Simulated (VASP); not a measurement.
Write the native input for VASP 6.6.1 that does the following.

- Task: single point
- Functional: HSE06
- Potentials or basis: VASP PAW PBE potentials, release 64 (Ga_d, C, N)
- Cutoff: 400 eV
- k mesh: 1 × 1 × 1
- Occupations: gaussian, width 0.01 eV
- Spin: no spin polarisation
- Grid for exact exchange (PRECFOCK): Fast
- Screening parameter: 0.2 1/A
- Further INCAR settings: PREC = Normal; LREAL = Auto; ALGO = Normal; EDIFF = 1e-06; NBANDS = 246; NELECT = 432.0

Ga24CN23 (a cell with a defect):

```
Ga C N
1.0
    -3.21772   -5.57326    5.24406
     6.43545    0.00000    5.24406
    -3.21773    5.57326    5.24406
Ga C N
24 1 23
Cartesian
  -1.6096 -0.9235 10.4705
  0.0003 -3.6972 5.2565
  0.0003 -3.7143 10.4873
  1.6170 -0.9352 10.4987
  -1.6120 4.6474 5.2473
  -0.0118 1.8578 5.2554
  0.0026 1.8622 10.4913
  -3.2160 -3.7020 5.2459
  1.6000 -0.9308 5.2460
  -3.2102 1.8564 5.2473
  4.8255 -0.9251 5.2418
  -1.6114 -0.9213 5.2828
  -0.0234 -1.8389 7.8661
  -1.6118 0.9120 7.8686
  -1.6041 0.9302 13.1043
  3.2212 -1.8557 7.8625
  -3.1981 -1.8413 7.8662
  -1.6140 -4.6283 7.8631
  1.5999 0.9216 7.8629
  -4.8145 0.9280 7.8640
  -0.0001 3.7264 7.8602
  4.8225 0.9302 7.8613
  3.2087 3.7145 7.8599
  -0.0043 -1.8471 2.6207
  -1.6118 -0.9211 7.2312
  -3.2264 1.8869 7.2176
  0.0124 -3.7277 7.2296
  1.6310 -0.9328 7.2156
  1.5849 -0.9302 12.4722
  -3.2352 -3.7286 7.2152
  0.0078 1.8821 7.2291
  0.0088 1.8587 12.4653
  -1.6131 4.6568 7.2215
  3.2103 1.8540 7.2176
  -1.6102 -0.9236 12.4599
  4.8243 -0.9242 7.2107
  0.0141 -1.8632 9.8649
  -1.6102 0.9534 9.8686
  1.6122 -4.6429 9.8385
  3.2122 -1.8590 9.8176
  -3.2338 -1.8626 9.8665
  1.6047 0.9316 4.5988
  1.6109 0.9275 9.8432
  -4.8244 0.9350 9.8439
  0.0008 3.7218 9.8392
  -1.6109 0.9403 4.5726
  3.2130 3.7180 9.8387
  0.0036 -1.8536 4.5760
```

These files were run (other wordings do the same):

POSCAR

```
Ga24CN23                                
1.0
   -3.2177240000     -5.5732640000      5.2440550000
    6.4354500000      0.0000000000      5.2440550000
   -3.2177260000      5.5732640000      5.2440550000
  Ga              C               N             
    24     1    23
Direct
     0.8317729945768522    0.4988081311280363    0.6660684030206666
     0.6658066618070970    0.3341518461259312    0.0024192960880820
     0.9998257924850714    0.6666493851303602    0.3333701375142897
     0.6674817168172036    0.8348505466242948    0.4996863928265235
     0.0000989381306279    0.1665526519223165    0.8339698097747947
     0.1679953755831110    0.3328338465864791    0.5013346343237335
     0.4996706663888675    0.6671346825786779    0.8338045669492287
     0.8321501081920289    0.0002891017278083    0.1679043474480592
     0.3340893217306665    0.4992030051752162    0.1670820084153747
     0.3332669291955901    0.0009851958658910    0.6663645215775692
     0.1662448978837054    0.8330818189165579    0.0002493979003888
     0.5019150275208741    0.1688634743036231    0.3366102890855402
     0.6661891033850014    0.4975692380710826    0.3362356177986016
     0.5018300487238782    0.3331912457911050    0.6654613307695426
     0.8325927843041867    0.6667835379307558    0.9995028524084001
     0.4994083264385883    0.8334653338275340    0.1664499824335753
     0.8308478982981981    0.1687033297629104    0.5004683198512385
     0.9986309334020456    0.3326144273639589    0.1681838070350668
     0.3342508699684348    0.6655393913723280    0.4996055763187477
     0.6659812841726935    0.0011229350904603    0.8324949247956734
     0.1653196984305847    0.4996187030778855    0.8339473561539611
     0.1664511175314204    0.9992675014394601    0.3333602324065533
     0.0001601980833020    0.8320057721307548    0.6666487197875149
     0.3325138781084884    0.1661388603342617    0.0010961193666059
     0.6257631928945018    0.2926759334749562    0.4604908561651376
     0.4566120497009802    0.1245478485014870    0.7951733773565209
     0.7933290049169974    0.4608277974176032    0.1244727815138450
     0.4578623275110395    0.6276100920428074    0.2904910254807595
     0.7941447289856131    0.9569711267218122    0.6272438491354717
     0.9607047475194161    0.1234841244576961    0.2916916486238146
     0.2902520884394961    0.4603171709497486    0.6279578501995311
     0.6251395273554955    0.7932594055625952    0.9586451063729753
     0.1248014222087700    0.2919245719072104    0.9603559161220949
     0.1261703796399110    0.7913485405172322    0.4588292861945388
     0.9582620615802125    0.6251993920419835    0.7925425155300830
     0.2913665473383368    0.9581000185343352    0.1255477815933857
     0.7934768999979857    0.6285191930770170    0.4591644655321849
     0.6251598139957459    0.4604828676945084    0.7962227262483691
     0.9584047296323635    0.7923849237131144    0.1253420422708477
     0.6244461291943607    0.9568111471255097    0.2908903255064426
     0.9617555032132847    0.2921498595606623    0.6275522605001295
     0.1256251883265534    0.4585509479560144    0.2927740791051197
     0.4590249126400065    0.7925487549189111    0.6254381365079590
     0.7917251441965202    0.1259392129123247    0.9594869347119072
     0.2914806321941728    0.6254970974608712    0.9592722973607926
     0.2897351870518372    0.1237795873502557    0.4584516532840004
     0.1254147050649870    0.9582290458144891    0.7925260940497014
     0.4569789052428876    0.2912442780091602    0.1243822765846578
```

INCAR.step1

```
  PREC = Normal
  ENCUT = 400
  EDIFF = 1E-5
  ISMEAR = 0
  SIGMA = 0.01
  LREAL = Auto
  LASPH = T
  NELM = 80
  ALGO = Normal
  ISIF = 2
  LWAVE = T
  LCHARG = F
  NBANDS = 246
  ICORELEVEL = 1
  NELECT = 432.0
  GGA = PE
```

INCAR.step2

```
  PREC = Normal
  ENCUT = 400
  EDIFF = 1E-6
  ISMEAR = 0
  SIGMA = 0.01
  LREAL = Auto
  LASPH = T
  NELM = 80
  ALGO = Normal
  ISIF = 2
  LWAVE = F
  LCHARG = F
  GGA = PE
  LHFCALC = T
  HFSCREEN = 0.2
  PRECFOCK = Fast
  NBANDS = 246
  ICORELEVEL = 1
  NELECT = 432.0
  ISTART = 1
```

KPOINTS

```
Automatic mesh
0
Gamma
  1 1 1
```

Potentials or basis: VASP PAW PBE potentials, release 64 (Ga_d, C, N).

The run is started by

```console
$ cat potpaw_PBE.64/Ga_d/POTCAR potpaw_PBE.64/C/POTCAR potpaw_PBE.64/N/POTCAR > POTCAR
$ cp INCAR.step1 INCAR
$ mpirun -np 8 vasp_gam > vasp.out
$ cp INCAR.step2 INCAR
$ mpirun -np 8 vasp_gam > vasp.out
```

It gave:

* Largest force: 0.073 eV/Å
* Band gap on the k mesh: 2.88 eV, direct

Caveat: the cell is charged against a uniform background, so pressure and absolute levels hang on convention; the PAW data sets were made with another functional, which shifts forces and pressure a little.

It took 110 s on 8 MPI ranks on Intel(R) Xeon(R) 6975P-C (Granite Rapids) (shared host), peak memory 0.36 GiB a rank.
